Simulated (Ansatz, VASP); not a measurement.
# Cross-check of Al32Zn16HS64 (H turning about S) between VASP and Ansatz

Aim: how closely do two programs agree when they are given the same cell, functional and k mesh? The Ansatz run is a path of several images between two structures; VASP solves its first image, and the two are compared there.

Program: Ansatz 0.2.0. Level of theory: plane waves, with VASP 6.6.1 beside it; single point at PBEsol. Results are calculated unless marked as measured.

### Step 1. Set-up

The cell holds 113 atoms: 32 Al, 16 Zn, 64 S and 1 H. Its edges and angles: a = 14.105 Å, b = 14.105 Å, c = 14.105 Å, α = 60.0°, β = 60.0°, γ = 60.0°. It derives from Al2ZnS4 (Al2ZnS4 (Fd-3m)). Nearest the centre at fractional (0.385, 0.385, 0.433): S50 at 1.33 Å, Al5 at 1.73 Å, H113 at 1.87 Å, S53 at 2.28 Å, S52 at 2.30 Å, Al10 at 2.34 Å, Al20 at 2.52 Å, S54 at 2.77 Å. The cell carries charge +1.

### Step 2. Ansatz: path of images, PBEsol

Ansatz runs on its default PAW (the set named soft_2) files.

A single point gives forces, pressure and levels at one fixed geometry, so differences don't come from the geometry; what else differs is listed under the comparison.

Contents of input.yaml:

```yaml
crystal:
  lattice:
    - [0.0, 9.9740448, 9.9740448]
    - [9.9740448, 0.0, 9.9740448]
    - [9.9740448, 9.9740448, 0.0]
  atoms:
    - { symbol: Al, position: [0.31070031, 0.31243025, 0.06336549] }
    - { symbol: Al, position: [0.31082138, 0.06236573, 0.31301486] }
    - { symbol: Al, position: [0.30925122, 0.31232646, 0.31381395] }
    - { symbol: Al, position: [0.0601133, 0.31237576, 0.3129815] }
    - { symbol: Zn, position: [0.12428038, 0.12424524, 0.12597576] }
    - { symbol: Zn, position: [-0.00053076, -0.00115947, -0.00119169] }
    - { symbol: S, position: [0.42188321, 0.19217471, 0.19297961] }
    - { symbol: S, position: [0.42214478, 0.44196984, 0.45112494] }
    - { symbol: S, position: [0.1902813, 0.19203058, 0.19296729] }
    - { symbol: S, position: [0.20268223, 0.43366167, 0.43307855] }
    - { symbol: S, position: [0.43330685, 0.20495592, 0.43185342] }
    - { symbol: S, position: [0.43295595, 0.43212314, 0.20099551] }
    - { symbol: S, position: [0.19010223, 0.42356315, 0.19311125] }
    - { symbol: S, position: [0.19009588, 0.19216695, 0.42441338] }
    - { symbol: Al, position: [0.30709358, 0.31106858, 0.56842244] }
    - { symbol: Al, position: [0.31168245, 0.06172587, 0.81341352] }
    - { symbol: Al, position: [0.30979516, 0.31181058, 0.81551851] }
    - { symbol: Al, position: [0.06101056, 0.31202202, 0.81329019] }
    - { symbol: Zn, position: [0.12303323, 0.12498348, 0.62526976] }
    - { symbol: Zn, position: [-0.00142495, 0.00032058, 0.50013431] }
    - { symbol: S, position: [0.42193248, 0.19244357, 0.69321547] }
    - { symbol: S, position: [0.43146008, 0.43252038, 0.93502136] }
    - { symbol: S, position: [0.19078407, 0.19095597, 0.69269696] }
    - { symbol: S, position: [0.19936434, 0.43315649, 0.93450357] }
    - { symbol: S, position: [0.43152323, 0.20099387, 0.93413823] }
    - { symbol: S, position: [0.4306312, 0.43291986, 0.70603032] }
    - { symbol: S, position: [0.18894355, 0.4237556, 0.69503531] }
    - { symbol: S, position: [0.19054352, 0.19113513, 0.9248009] }
    - { symbol: Al, position: [0.31217362, 0.81293202, 0.06166481] }
    - { symbol: Al, position: [0.3102069, 0.56566494, 0.30590599] }
    - { symbol: Al, position: [0.31109685, 0.81342308, 0.31236805] }
    - { symbol: Al, position: [0.06256244, 0.81105001, 0.31277439] }
    - { symbol: Zn, position: [0.12311943, 0.62437704, 0.12454455] }
    - { symbol: Zn, position: [-0.00158084, 0.49986228, 0.00051285] }
    - { symbol: S, position: [0.42312144, 0.69095649, 0.19263138] }
    - { symbol: S, position: [0.43181201, 0.93517453, 0.43269886] }
    - { symbol: S, position: [0.19103855, 0.69235028, 0.19001016] }
    - { symbol: S, position: [0.19964942, 0.93318202, 0.43347785] }
    - { symbol: S, position: [0.4313371, 0.70564571, 0.43313622] }
    - { symbol: S, position: [0.43180475, 0.9331676, 0.20132808] }
    - { symbol: S, position: [0.19122624, 0.92276093, 0.19252489] }
    - { symbol: S, position: [0.19441767, 0.68872606, 0.42391002] }
    - { symbol: Al, position: [0.31081914, 0.81479763, 0.56344052] }
    - { symbol: Al, position: [0.31067005, 0.56320699, 0.81479296] }
    - { symbol: Al, position: [0.31189293, 0.81291407, 0.81225907] }
    - { symbol: Al, position: [0.061227, 0.81245498, 0.81251277] }
    - { symbol: Zn, position: [0.12383564, 0.62556198, 0.62628609] }
    - { symbol: Zn, position: [-0.00056371, 0.49973576, 0.49962766] }
    - { symbol: S, position: [0.42284182, 0.69242276, 0.6924425] }
    - { symbol: S, position: [0.43239904, 0.93249768, 0.93299677] }
    - { symbol: S, position: [0.19189359, 0.69221132, 0.69215451] }
    - { symbol: S, position: [0.20058519, 0.93280857, 0.93291762] }
    - { symbol: S, position: [0.4324452, 0.70149657, 0.93273305] }
    - { symbol: S, position: [0.43233869, 0.93380183, 0.70073662] }
    - { symbol: S, position: [0.1903828, 0.92431226, 0.69288872] }
    - { symbol: S, position: [0.19060445, 0.69283945, 0.924074] }
    - { symbol: Al, position: [0.81472368, 0.31196877, 0.05928839] }
    - { symbol: Al, position: [0.81531092, 0.05889904, 0.31101733] }
    - { symbol: Al, position: [0.81096793, 0.31219916, 0.31181488] }
    - { symbol: Al, position: [0.57247269, 0.29822967, 0.2926091] }
    - { symbol: Zn, position: [0.62153376, 0.1215685, 0.12150103] }
    - { symbol: Zn, position: [0.49880831, -0.00023118, 8.738e-05] }
    - { symbol: S, position: [0.92235576, 0.19122174, 0.19208076] }
    - { symbol: S, position: [0.93189836, 0.43282121, 0.4329354] }
    - { symbol: S, position: [0.70091968, 0.18262938, 0.18257476] }
    - { symbol: S, position: [0.69949506, 0.43345749, 0.43320561] }
    - { symbol: S, position: [0.92998852, 0.20153424, 0.43312537] }
    - { symbol: S, position: [0.93023114, 0.43279927, 0.20167254] }
    - { symbol: S, position: [0.68808023, 0.42096897, 0.19302147] }
    - { symbol: S, position: [0.6868476, 0.19466035, 0.42167476] }
    - { symbol: Al, position: [0.81099135, 0.31267738, 0.56286924] }
[... 15 lines left out ...]
    - { symbol: Al, position: [0.81118775, 0.5628524, 0.31252324] }
    - { symbol: Al, position: [0.81254662, 0.81145136, 0.31227926] }
    - { symbol: Al, position: [0.56188175, 0.81384593, 0.31215516] }
    - { symbol: Zn, position: [0.62462822, 0.62406124, 0.12451278] }
    - { symbol: Zn, position: [0.50038408, 0.50105857, -0.00270088] }
    - { symbol: S, position: [0.92254802, 0.69150014, 0.19174847] }
    - { symbol: S, position: [0.93275249, 0.93227559, 0.4328114] }
    - { symbol: S, position: [0.69034612, 0.69112309, 0.19264467] }
    - { symbol: S, position: [0.70107459, 0.93340458, 0.43185457] }
    - { symbol: S, position: [0.93294903, 0.70075307, 0.43279804] }
    - { symbol: S, position: [0.93450634, 0.9305062, 0.20037856] }
    - { symbol: S, position: [0.69186537, 0.92221622, 0.19143658] }
    - { symbol: S, position: [0.69110655, 0.69225311, 0.42391273] }
    - { symbol: Al, position: [0.81183637, 0.81222047, 0.56242139] }
    - { symbol: Al, position: [0.81188877, 0.56258546, 0.8117932] }
    - { symbol: Al, position: [0.81157403, 0.81227276, 0.81236341] }
    - { symbol: Al, position: [0.56201816, 0.81261994, 0.81202193] }
    - { symbol: Zn, position: [0.62412141, 0.62551974, 0.62531719] }
    - { symbol: Zn, position: [0.50140382, 0.50961471, 0.50939011] }
    - { symbol: S, position: [0.92307517, 0.69208486, 0.69163575] }
    - { symbol: S, position: [0.93120477, 0.93264402, 0.93272958] }
    - { symbol: S, position: [0.69150519, 0.69231352, 0.69176477] }
    - { symbol: S, position: [0.69989414, 0.9326599, 0.93272147] }
    - { symbol: S, position: [0.93215447, 0.70073708, 0.93259621] }
    - { symbol: S, position: [0.93203487, 0.93266415, 0.70092731] }
    - { symbol: S, position: [0.69137939, 0.92393038, 0.69132656] }
    - { symbol: S, position: [0.69135866, 0.69143519, 0.9235684] }
    - { symbol: H, position: [0.52985858, 0.35623415, 0.43157378] }
total_charge: 1
basis:
  ecutwfc: 420
  xc_grid: 2
hamiltonian:
  xc: pbesol
kpoints:
  mp_grid: { grid: [1, 1, 1], shift: [0.25, 0.25, 0.25] }
scf:
  occupations: { method: fixed }
  max_iter: 120
output:
  forces: true
neb:
  images: 3
  f_tol: 0.04
  climbing: true
  initial_path: idpp
  max_iterations: 45
  order_check: false
  final_atoms:
    - { symbol: Al, position: [0.31144976, 0.3116548, 0.06334941] }
    - { symbol: Al, position: [0.31142571, 0.0610821, 0.31296021] }
    - { symbol: Al, position: [0.31136433, 0.31027737, 0.31370386] }
[... 1 atom line left out ...]
    - { symbol: Zn, position: [0.1233374, 0.12517071, 0.1259865] }
    - { symbol: Zn, position: [-0.00211469, 0.00040512, -0.00117309] }
    - { symbol: S, position: [0.42266705, 0.19106231, 0.19305569] }
    - { symbol: S, position: [0.44129424, 0.42274127, 0.45135578] }
    - { symbol: S, position: [0.19109759, 0.19122003, 0.19295745] }
    - { symbol: S, position: [0.20395997, 0.43426844, 0.43189327] }
    - { symbol: S, position: [0.43273241, 0.20369703, 0.43308038] }
    - { symbol: S, position: [0.43121098, 0.43396226, 0.2010421] }
[... 5 atom lines left out ...]
    - { symbol: Al, position: [0.0607446, 0.31258637, 0.81348745] }
    - { symbol: Zn, position: [0.12397854, 0.12399096, 0.62528191] }
    - { symbol: Zn, position: [-0.00056417, -0.00047771, 0.50007275] }
[... 14 atom lines left out ...]
    - { symbol: S, position: [0.42002668, 0.68901366, 0.1929891] }
[... 3 atom lines left out ...]
    - { symbol: S, position: [0.43251442, 0.70045817, 0.43321774] }
    - { symbol: S, position: [0.43186867, 0.93117315, 0.20168924] }
[... 2 atom lines left out ...]
    - { symbol: Al, position: [0.31171559, 0.81198236, 0.56286853] }
    - { symbol: Al, position: [0.31122855, 0.56233331, 0.81390183] }
    - { symbol: Al, position: [0.31165321, 0.81313065, 0.81114298] }
    - { symbol: Al, position: [0.06102007, 0.81222651, 0.81156497] }
[... 1 atom line left out ...]
    - { symbol: Zn, position: [-5.869e-05, 0.5005643, 0.49971864] }
    - { symbol: S, position: [0.42315513, 0.69156704, 0.69205673] }
    - { symbol: S, position: [0.43209478, 0.93265516, 0.93305274] }
[... 1 atom line left out ...]
    - { symbol: S, position: [0.19942528, 0.9343851, 0.93120295] }
    - { symbol: S, position: [0.43127807, 0.7020592, 0.93246763] }
    - { symbol: S, position: [0.43179869, 0.93367732, 0.70072792] }
    - { symbol: S, position: [0.19085868, 0.92332653, 0.69162157] }
    - { symbol: S, position: [0.1906969, 0.69246653, 0.92221994] }
    - { symbol: Al, position: [0.81201732, 0.31308537, 0.06166774] }
[... 1 atom line left out ...]
    - { symbol: Al, position: [0.81253992, 0.31203865, 0.31233224] }
[... 2 atom lines left out ...]
    - { symbol: Zn, position: [0.49888369, -0.00062994, 0.00052498] }
    - { symbol: S, position: [0.9218218, 0.19215786, 0.19252272] }
    - { symbol: S, position: [0.93420806, 0.4327491, 0.43267823] }
    - { symbol: S, position: [0.69141821, 0.19197144, 0.19000683] }
[... 1 atom line left out ...]
    - { symbol: S, position: [0.93224553, 0.2006083, 0.43347407] }
[... 1 atom line left out ...]
    - { symbol: S, position: [0.69005112, 0.42410788, 0.19259563] }
[... 2 atom lines left out ...]
    - { symbol: Al, position: [0.81151109, 0.06215943, 0.81250161] }
[... 5 atom lines left out ...]
    - { symbol: S, position: [0.93155838, 0.43336098, 0.93302238] }
[... 4 atom lines left out ...]
    - { symbol: S, position: [0.69147636, 0.42377564, 0.69245187] }
    - { symbol: S, position: [0.69190442, 0.19152214, 0.92405403] }
[... 2 atom lines left out ...]
    - { symbol: Al, position: [0.81048155, 0.81346668, 0.31230036] }
    - { symbol: Al, position: [0.56190634, 0.81213951, 0.31253368] }
[... 5 atom lines left out ...]
    - { symbol: S, position: [0.69978911, 0.93391202, 0.43281261] }
[... 5 atom lines left out ...]
    - { symbol: Al, position: [0.81171421, 0.56293592, 0.81204956] }
    - { symbol: Al, position: [0.8113639, 0.81252325, 0.81238498] }
[... 11 atom lines left out ...]
    - { symbol: H, position: [0.35600489, 0.53056784, 0.43120811] }
```

On the command line:

```bash
$ ansatz run input.yaml --threads 4 --pin off --max-ram 14131MiB --backend cpu --events-out ev --progress --plain --runs-dir out
```

Numbers of over 12 decimals in the logs are rounded to 6 here.

Output:

```text
Warning: neb: disabling space-group detection — the band's intermediate images generally break the endpoint symmetry, so the full k-mesh is solved, and no spatial operation symmetrises the density, except that a semilocal band can use its path's symmetry ahead of convergence
Engine: ansatz 0.2.0, aarch64-unknown-linux-gnu
Pseudopotentials: kind: paw
Pseudopotential: Al, paw, valence charge 3, recommended cutoff 420 eV (normal), Al.paw.azcp
Pseudopotential: Zn, paw, valence charge 12, recommended cutoff 420 eV (normal), Zn.paw.azcp
Pseudopotential: S, paw, valence charge 6, recommended cutoff 420 eV (normal), S.paw.azcp
Pseudopotential: H, paw, valence charge 1, recommended cutoff 420 eV (normal), H.paw.azcp
Functional definition: PBEsol
  exchange = pbesol_x
  correlation = pbesol_c
parallel-image band execution: 2 concurrent image workers
NEB image 0
Crystal: 113 atoms, lattice volume = 1984.467 Å³
Basis set: ecut = 420 eV, 38781 PW (Γ), exchange–correlation on 192×192×192 points (8 copies of the dense FFT grid, shifted against one another)
Bands: 449, of which v1, the nominal top of the filled ones, is band 336 counted from 1 (335 counted from 0)
Symmetry: 1 space group operations
k-points: 1
Non-local potential: Al, projectors of the file, l = 0: 2, l = 1: 2, l = 2: 1
Non-local potential: Zn, projectors of the file, l = 0: 2, l = 1: 2, l = 2: 3, l = 3: 1
Non-local potential: S, projectors of the file, l = 0: 2, l = 1: 2, l = 2: 2
Non-local potential: H, projectors of the file, l = 0: 2, l = 1: 1
PAW form: soft (Blöchl's): semilocal exchange-correlation on the pseudo side does not see the compensation charge
PAW frozen core: Al, regenerated for the run's functional, and the local potential with it (the file was generated under x = pbe(κ = 0.804, μ = 0.219515), c = pbe(β = 0.066725))
PAW frozen core: Zn, regenerated for the run's functional, and the local potential with it (the file was generated under x = pbe(κ = 0.804, μ = 0.219515), c = pbe(β = 0.066725))
PAW frozen core: S, regenerated for the run's functional, and the local potential with it (the file was generated under x = pbe(κ = 0.804, μ = 0.219515), c = pbe(β = 0.066725))
PAW one-centre angular grid: Al, 110 points (default); XC on 64 Gauss nodes
PAW one-centre angular grid: Zn, 590 points (default); XC on 64 Gauss nodes
PAW one-centre angular grid: S, 110 points (default); XC on 64 Gauss nodes
PAW one-centre angular grid: H, 110 points (default); XC on 64 Gauss nodes
Initial density: superposition of atomic densities (neutral atoms scaled as one to the charged cell's electrons: chi_scale 0, normalization atom), corrected by the library's trained network
Initial wavefunctions: pseudopotential atomic-orbital guess
Functional: x = pbesol(κ = 0.804, μ = 0.123457), c = pbesol(β = 0.046)
SCF iter   1: F=—  HF=-126053.070517 eV  |F-HF|=—  |Δ(HF+E_count)|=         —  Δρ=4.01e-3  dr2=5.72e-1  ethr=1.77e-3  ⟨swp⟩=5.0  Hψ=1415  notcnv=0  defer=110
preconditioner: auto → Resta (q_TF=auto, 2.278 Å⁻¹)  ε∞=5.0  [insulator: Δε(μ)=2.408 eV  Ē_g=10.807 eV  n_scr=410 (ndim 8)  ℏωp=21.6 eV  f_vac=0.000  ε∞_Penn≈5.0]
SCF iter   2: F=—  HF=-126052.927990 eV  |F-HF|=—  |Δ(HF+E_count)|=   1.43e-1  Δρ=1.79e-3  dr2=9.36e-2  ethr=8.51e-5  ⟨swp⟩=3.0  Hψ=663  notcnv=0  defer=111
SCF iter   3: F=—  HF=-126052.917219 eV  |F-HF|=—  |Δ(HF+E_count)|=   1.08e-2  Δρ=9.89e-4  dr2=1.77e-2  ethr=1.39e-5  ⟨swp⟩=3.0  Hψ=673  notcnv=0  defer=111
SCF iter   4: F=—  HF=-126052.909835 eV  |F-HF|=—  |Δ(HF+E_count)|=   7.38e-3  Δρ=4.19e-4  dr2=2.46e-3  ethr=2.63e-6  ⟨swp⟩=2.0  Hψ=615  notcnv=0  defer=111
SCF iter   5: F=—  HF=-126052.910121 eV  |F-HF|=—  |Δ(HF+E_count)|=   2.86e-4  Δρ=6.59e-5  dr2=1.21e-4  ethr=3.67e-7  ⟨swp⟩=2.0  Hψ=597  notcnv=0  defer=111
SCF iter   6: F=—  HF=-126052.910123 eV  |F-HF|=—  |Δ(HF+E_count)|=   2.00e-6  Δρ=2.94e-5  dr2=1.73e-5  ethr=1.80e-8  ⟨swp⟩=2.0  Hψ=672  notcnv=0  defer=109
SCF iter   7: F=—  HF=-126052.910349 eV  |F-HF|=—  |Δ(HF+E_count)|=   2.26e-4  Δρ=2.75e-5  dr2=9.91e-6  ethr=2.57e-9  ⟨swp⟩=2.0  Hψ=721  notcnv=0  defer=108
SCF iter   8: F=—  HF=-126052.910348 eV  |F-HF|=—  |Δ(HF+E_count)|=   1.12e-6  Δρ=1.48e-5  dr2=2.86e-6  ethr=1.47e-9  ⟨swp⟩=2.0  Hψ=613  notcnv=0  defer=108
SCF iter   9: F=—  HF=-126052.910348 eV  |F-HF|=—  |Δ(HF+E_count)|=   5.73e-7  Δρ=3.85e-6  dr2=2.35e-7  ethr=4.26e-10  ⟨swp⟩=2.0  Hψ=566  notcnv=0  defer=108
SCF iter  10: F=-126052.910348 eV  HF=-126052.910348 eV  |F-HF|=1.08e-9  |Δ(HF+E_count)|=   8.13e-8  Δρ=7.83e-7  dr2=1.34e-8  ethr=1.49e-11  ⟨swp⟩=4.0  Hψ=1349  notcnv=0
SCF 1 converged in 10 iterations: F = -126052.910348 eV  dr2 = 1.34e-8
  greatest PAW one-centre occupation: 0.983 electrons in one spin orbital (limit 2), on the Zn atom at site 103 (counted from 0), in its partial waves of l = 2
NSCF: frozen V_eff on 1 k-points
NEB image 4
[...]
- { symbol: S, position: [0.422278, 0.191644, 0.193149] }
    - { symbol: S, position: [0.445628, 0.446560, 0.422384] }
    - { symbol: S, position: [0.190669, 0.191608, 0.193079] }
    - { symbol: S, position: [0.201502, 0.431377, 0.435594] }
    - { symbol: S, position: [0.430438, 0.202477, 0.435589] }
    - { symbol: S, position: [0.432007, 0.432958, 0.205088] }
    - { symbol: S, position: [0.190701, 0.423220, 0.193147] }
    - { symbol: S, position: [0.190812, 0.191749, 0.424444] }
    - { symbol: Al, position: [0.295838, 0.296802, 0.574916] }
    - { symbol: Al, position: [0.310905, 0.059817, 0.815447] }
    - { symbol: Al, position: [0.310112, 0.311056, 0.813990] }
    - { symbol: Al, position: [0.058870, 0.311848, 0.815451] }
    - { symbol: Zn, position: [0.120181, 0.121125, 0.624181] }
    - { symbol: Zn, position: [-0.00167755, -0.000738975, 0.500622] }
    - { symbol: S, position: [0.420351, 0.194291, 0.689034] }
    - { symbol: S, position: [0.431005, 0.431950, 0.935633] }
    - { symbol: S, position: [0.182446, 0.183389, 0.701291] }
    - { symbol: S, position: [0.199339, 0.432021, 0.933751] }
    - { symbol: S, position: [0.431077, 0.200280, 0.933753] }
    - { symbol: S, position: [0.430520, 0.431464, 0.706050] }
    - { symbol: S, position: [0.193333, 0.421297, 0.689043] }
    - { symbol: S, position: [0.190204, 0.191145, 0.924293] }
    - { symbol: Al, position: [0.310391, 0.813195, 0.062010] }
    - { symbol: Al, position: [0.305298, 0.566921, 0.310832] }
    - { symbol: Al, position: [0.310499, 0.813716, 0.312376] }
    - { symbol: Al, position: [0.060090, 0.812974, 0.313224] }
    - { symbol: Zn, position: [0.122564, 0.624011, 0.125653] }
    - { symbol: Zn, position: [-0.00163536, 0.499350, 0.00108716] }
    - { symbol: S, position: [0.421971, 0.693477, 0.190850] }
    - { symbol: S, position: [0.430975, 0.933499, 0.434097] }
    - { symbol: S, position: [0.188843, 0.692663, 0.191959] }
    - { symbol: S, position: [0.199566, 0.932532, 0.433909] }
    - { symbol: S, position: [0.431391, 0.702866, 0.433839] }
    - { symbol: S, position: [0.431637, 0.932642, 0.202244] }
    - { symbol: S, position: [0.190302, 0.923472, 0.192395] }
    - { symbol: S, position: [0.190790, 0.692019, 0.423961] }
    - { symbol: Al, position: [0.310565, 0.812267, 0.563863] }
    - { symbol: Al, position: [0.310100, 0.562148, 0.815228] }
    - { symbol: Al, position: [0.310920, 0.811018, 0.813884] }
    - { symbol: Al, position: [0.060294, 0.810878, 0.813390] }
    - { symbol: Zn, position: [0.123533, 0.624136, 0.625698] }
    - { symbol: Zn, position: [-0.00240928, 0.499788, 0.501603] }
[...]
- { symbol: Al, position: [0.812250, 0.311336, 0.062017] }
    - { symbol: Al, position: [0.812035, 0.061032, 0.313222] }
    - { symbol: Al, position: [0.812782, 0.311436, 0.312372] }
    - { symbol: Al, position: [0.566001, 0.306264, 0.310813] }
    - { symbol: Zn, position: [0.623069, 0.123507, 0.125653] }
    - { symbol: Zn, position: [0.498407, -0.000694152, 0.0010896] }
[...]
- { symbol: Al, position: [0.811324, 0.311506, 0.563861] }
    - { symbol: Al, position: [0.809934, 0.061238, 0.813390] }
    - { symbol: Al, position: [0.810070, 0.311866, 0.813887] }
    - { symbol: Al, position: [0.561202, 0.311044, 0.815229] }
    - { symbol: Zn, position: [0.623192, 0.124478, 0.625696] }
    - { symbol: Zn, position: [0.498841, -0.00144596, 0.501598] }
[...]
- { symbol: Al, position: [0.810755, 0.811697, 0.063197] }
    - { symbol: Al, position: [0.812090, 0.562296, 0.313513] }
    - { symbol: Al, position: [0.810892, 0.811836, 0.313641] }
    - { symbol: Al, position: [0.561356, 0.813033, 0.313515] }
    - { symbol: Zn, position: [0.625639, 0.626564, 0.122677] }
    - { symbol: Zn, position: [0.498398, 0.499346, 0.0017547] }
[...]
- { symbol: Al, position: [0.810930, 0.811875, 0.563400] }
    - { symbol: Al, position: [0.811082, 0.561868, 0.812826] }
    - { symbol: Al, position: [0.811158, 0.812101, 0.812718] }
    - { symbol: Al, position: [0.560924, 0.812029, 0.812823] }
    - { symbol: Zn, position: [0.623555, 0.624498, 0.626492] }
    - { symbol: Zn, position: [0.504000, 0.504930, 0.510942] }
    - { symbol: S, position: [0.922560, 0.691036, 0.692577] }
    - { symbol: S, position: [0.931012, 0.931956, 0.933299] }
    - { symbol: S, position: [0.690661, 0.691607, 0.692863] }
    - { symbol: S, position: [0.699288, 0.931833, 0.933999] }
    - { symbol: S, position: [0.930890, 0.700232, 0.933999] }
    - { symbol: S, position: [0.931262, 0.932205, 0.701711] }
    - { symbol: S, position: [0.690091, 0.923505, 0.692578] }
    - { symbol: S, position: [0.690784, 0.691730, 0.923499] }
    - { symbol: H, position: [0.508866, 0.510207, 0.322101] }
```

Reading the cycles: dr2 is the Hartree energy of the density residual (eV), the measure of convergence; HF is the Harris–Foulkes estimate of the energy, which meets the free energy F at convergence.

[end of part 1 of 2]

[Lines on the potential files, build, host, timing and source positions are cut from VASP's logs without a mark.]

[Logs are printed without paths, hosts, clocks, repeated set-up lines and the standing remarks that a program may print on its own settings, such as how far it seeks lower states.]

[Hosts, paths, dates, database ids (printed as entryN), source tags and the programs' standing remarks are cut or masked in the printed files.]
